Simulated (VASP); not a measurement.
Output of a VASP run:

### OSZICAR
```
       N       E                     dE             d eps       ncg     rms          rms(c)
DAV:   1    -0.617624827568E+03   -0.61762E+03   -0.17664E+01   856   0.866E+00    0.485E+01
DAV:   2    -0.617749855523E+03   -0.12503E+00   -0.43770E-01   804   0.151E+00    0.338E+01
DAV:   3    -0.617731110217E+03    0.18745E-01   -0.13517E-02   816   0.283E-01    0.210E+01
DAV:   4    -0.617723290776E+03    0.78194E-02   -0.44385E-03   808   0.143E-01    0.124E+01
DAV:   5    -0.617720891001E+03    0.23998E-02   -0.10467E-03   790   0.715E-02    0.727E+00
DAV:   6    -0.617720062345E+03    0.82866E-03   -0.24015E-04   822   0.401E-02    0.421E+00
DAV:   7    -0.617719788329E+03    0.27402E-03   -0.88407E-05   798   0.251E-02    0.243E+00
DAV:   8    -0.617719703650E+03    0.84679E-04   -0.25788E-05   528   0.145E-02    0.142E+00
DAV:   9    -0.617719678376E+03    0.25274E-04   -0.15316E-05   438   0.114E-02    0.815E-01
DAV:  10    -0.617719673425E+03    0.49516E-05   -0.56437E-06   408   0.652E-03
   1 F= -.61771967E+03 E0= -.61771967E+03  d E =-.363302E-11  mag=     1.0000
```

**OUTCAR**
```
------------------------ aborting loop because EDIFF is reached ----------------------------------------
  volume of cell :      764.49
      direct lattice vectors                 reciprocal lattice vectors
     4.693267657 -8.128978018  0.000000000     0.106535582 -0.061508347  0.000000000
     4.693267657  8.128978018  0.000000000     0.106535582  0.061508347  0.000000000
     0.000000000  0.000000000 10.019202616     0.000000000  0.000000000  0.099808342
  FREE ENERGIE OF THE ION-ELECTRON SYSTEM (eV)
  ---------------------------------------------------
  free  energy   TOTEN  =      -617.7196734246 eV

  energy  without entropy=     -617.7196734246  energy(sigma->0) =     -617.71967342

  exchange ACFDT corr.  =         0.00000000  see jH, gK, PRB 81, 115126

 total charge

# of ion       s       p       d       tot
------------------------------------------
    1        0.410   0.447   0.000   0.857
    2        0.411   0.447   0.000   0.859
    3        0.409   0.441   0.000   0.850
    4        0.425   0.407   0.000   0.832
    5        0.424   0.424   0.000   0.848
    6        0.411   0.447   0.000   0.859
    7        0.410   0.444   0.000   0.855
    8        0.425   0.408   0.000   0.833
    9        0.410   0.447   0.000   0.856
   10        0.409   0.443   0.000   0.852
   11        0.409   0.441   0.000   0.850
   12        0.412   0.436   0.000   0.848
   13        0.410   0.445   0.000   0.854
   14        0.410   0.445   0.000   0.855
   15        0.410   0.445   0.000   0.854
   16        0.409   0.444   0.000   0.853
   17        0.409   0.443   0.000   0.852
   18        0.408   0.441   0.000   0.849
   19        0.412   0.449   0.000   0.861
   20        0.409   0.443   0.000   0.852
   21        0.410   0.445   0.000   0.855
   22        0.412   0.449   0.000   0.861
   23        0.409   0.443   0.000   0.853
   24        0.409   0.445   0.000   0.854
   25        0.409   0.443   0.000   0.852
   26        0.410   0.443   0.000   0.853
   27        0.409   0.445   0.000   0.855
   28        0.409   0.445   0.000   0.854
   29        0.410   0.446   0.000   0.855
   30        0.410   0.443   0.000   0.853
   31        0.415   0.447   0.000   0.862
   32        0.409   0.444   0.000   0.854
   33        0.410   0.446   0.000   0.856
   34        0.410   0.445   0.000   0.854
   35        0.415   0.446   0.000   0.862
   36        1.233   2.571   0.000   3.804
   37        1.233   2.590   0.000   3.823
   38        1.228   2.592   0.000   3.820
   39        1.229   2.577   0.000   3.806
   40        1.233   2.590   0.000   3.823
   41        1.228   2.593   0.000   3.821
   42        1.229   2.577   0.000   3.807
   43        1.233   2.571   0.000   3.804
   44        1.228   2.593   0.000   3.822
   45        1.228   2.591   0.000   3.820
   46        1.228   2.591   0.000   3.819
   47        1.228   2.595   0.000   3.823
   48        1.228   2.597   0.000   3.825
   49        1.228   2.594   0.000   3.822
   50        1.228   2.594   0.000   3.822
   51        1.237   2.540   0.000   3.777
   52        1.229   2.582   0.000   3.811
...
```
(Selected blocks of OUTCAR.)

**POSCAR**
```
Al35GeN35
1
    4.6932676572    -8.1289780179     0.0000000000
    4.6932676572     8.1289780179     0.0000000000
    0.0000000000     0.0000000000    10.0192026156
Al N Ge
35 35 1
Direct
  0.2225925026   0.1107978351   0.2482522320
  0.1103250727   0.2206373051   0.9978947785
  0.2239792309   0.1121459857   0.7486893898
  0.1056544806   0.2185750270   0.4975625466
  0.2144500404   0.4403672356   0.2401892383
  0.1104150118   0.5562744634   0.9980361832
  0.2238267278   0.4452037194   0.7518114489
  0.1055055476   0.5533975595   0.4974224699
  0.2226193290   0.7782776649   0.2483127198
  0.1114629066   0.8889606414   0.9990409355
  0.2237842169   0.7782018544   0.7485092332
  0.1114683770   0.8889420171   0.4995796902
  0.5551301320   0.1107315465   0.2492574153
  0.4443345502   0.2214811113   0.9999794992
  0.5560821039   0.1112761425   0.7499796407
  0.4444889693   0.2216880369   0.5006111299
  0.5546803418   0.4440819636   0.2480338165
  0.4445444959   0.5553717106   0.9999425102
  0.5599985631   0.4439987931   0.7536927142
  0.5545233609   0.7768427678   0.2480417419
  0.4443488804   0.8892105281   0.9999235366
  0.5598965500   0.7823216648   0.7538058596
  0.4445764145   0.8892375210   0.5005710572
  0.8864949435   0.1095322158   0.2488014391
  0.7777510240   0.2220498655   0.9989243656
  0.8898454356   0.1124755561   0.7490648891
  0.7756650415   0.2210401556   0.4998478666
  0.8864534497   0.4433319185   0.2488503347
  0.7788088503   0.5560595784   0.0002612905
  0.8897817648   0.4438325553   0.7491047041
  0.7795627104   0.5583656581   0.5017016356
  0.8892460043   0.7778670580   0.2493151780
  0.7788190511   0.8891572902   0.0003030142
  0.8908839166   0.7787300379   0.7509254840
  0.7795095331   0.8874898630   0.5017258357
  0.2229278974   0.1142258530   0.4400710291
  0.1087102010   0.2187821601   0.1896477628
  0.2223969180   0.1113663010   0.9398682071
  0.1135996039   0.2258010479   0.6878099436
  0.1087421362   0.5563988287   0.1897676363
  0.2220359366   0.4443117114   0.9423981494
  0.1134809529   0.5542313250   0.6876467968
  0.2229632935   0.7750849785   0.4400924159
  0.1115473099   0.8890513105   0.1909733261
  0.2223648818   0.7775027093   0.9397453263
  0.1128575716   0.8897107759   0.6901089182
  0.5540617977   0.1102743544   0.4409260115
  0.4442910645   0.2220930536   0.1913817795
  0.5554101642   0.1109199139   0.9409471339
  0.4461137920   0.2237188834   0.6911485583
  0.5572601480   0.4452583914   0.4410149043
  0.4395000542   0.5528863021   0.1938835335
  0.5560532435   0.4443092599   0.9439777305
  0.4510783330   0.5587778487   0.7010270743
  0.5571375890   0.7783119281   0.4409742367
  0.4442580912   0.8885566561   0.1913223186
  0.5560559772   0.7780027022   0.9441197277
  0.4460307544   0.8887223912   0.6911444944
  0.8848882851   0.1082608450   0.4405687557
  0.7772626576   0.2218306394   0.1906241301
  0.8891552774   0.1110194718   0.9401057509
  0.7780082641   0.2222415555   0.6905997323
  0.8847326386   0.4429132348   0.4405269809
  0.7768362156   0.5557359396   0.1914999559
  0.8892239323   0.4445600982   0.9401250229
  0.7802547139   0.5566435200   0.6918589141
  0.8903838284   0.7783403595   0.4411211620
  0.7767734495   0.8875499812   0.1915089928
  0.8894100402   0.7779133292   0.9415713817
  0.7801073253   0.8900490045   0.6918669463
  0.4316951295   0.5489654875   0.5039364350
```

Problem. Write an INCAR and KPOINTS that could have produced this output.

Solution. Several could match; the one computed here: the input of the run itself, HSE06 screened hybrid, plane waves, VASP's PBE PAW potentials (set 64).

INCAR:
```
SYSTEM = Al35GeN35
PREC = Normal
ENCUT = 400
EDIFF = 1E-5
NELM = 50
ALGO = Normal
LREAL = Auto
LASPH = .TRUE.
ISMEAR = 0
SIGMA = 0.05
GGA = PE
LMAXMIX = 4
LWAVE = .FALSE.
LCHARG = .FALSE.
NELMIN = 4
ISYM = 0
NELECT = 283.0
ISPIN = 2
NUPDOWN = 1
MAGMOM = 71*0.0141
LORBIT = 10
HFSCREEN = 0.2
AEXX = 0.25
LHFCALC = .TRUE.
PRECFOCK = Fast
ISIF = 0
```

**KPOINTS**
```
Automatic mesh
0
Gamma
1 1 1
0 0 0
```

POTCAR, in this order: Al N Ge (PBE.64 set). Program: vasp_gam. Read from the step before: WAVECAR.

The cell is charged, with a uniform compensating background. The supercell is sampled at Γ alone, which is coarse: total energies, pressure and levels can be off, energies of defects by several tenths of an eV.

The cell is a supercell with a defect, built from AlN (wurtzite): Ge_Al-vac_N, charge +1. The cell's shape comes from a PBE relaxation.
